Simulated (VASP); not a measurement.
Level of theory: PBE GGA, VASP's PBE PAW potentials (set 64) (plane waves; VASP).

VASP ran on this input.

**INCAR**
```
ALGO  =  Normal
EDIFF  =  1E-6
EDIFFG  =  -0.02
ENCUT  =  500
GGA  =  PE
IBRION  =  2
ISIF  =  3
ISMEAR  =  0
LASPH  =  .True.
LCHARG  =  .False.
LREAL  =  .False.
LWAVE  =  .False.
NELM  =  100
NSW  =  40
PREC  =  Accurate
PSTRESS  =  300
SIGMA  =  0.05
SYSTEM  =  KCl
```

File POSCAR:
```
KCl
1
    0.0000000000     2.7644854334     2.7644854334
    2.7644854334     0.0000000000     2.7644854334
    2.7644854334     2.7644854334    -0.0000000000
K Cl
1 1
Direct
  1.0000000000   0.0000000000   0.0000000000
  0.5000000000   0.5000000000   0.5000000000
```

File KPOINTS:
```
Automatic mesh
0
Gamma
8 8 8
0 0 0
```

POTCAR, in this order: K_sv Cl (PBE.64 set). Program: vasp_std.

Q: What will the output report for the number of irreducible k-points (NKPTS), largest plane-wave count, number of space-group operations, FFT grid (NGX, NGY, NGZ)?

A: 
* **number of irreducible k-points (NKPTS)**: 29
* **largest plane-wave count**: 1090
* **number of space-group operations**: 48
* **FFT grid (NGX, NGY, NGZ)**: 30 × 30 × 30

The compound is KCl in the rock salt structure. This run relaxes it under an external pressure of 30 GPa. Symmetry was kept, so distortions that lower it aren't found.
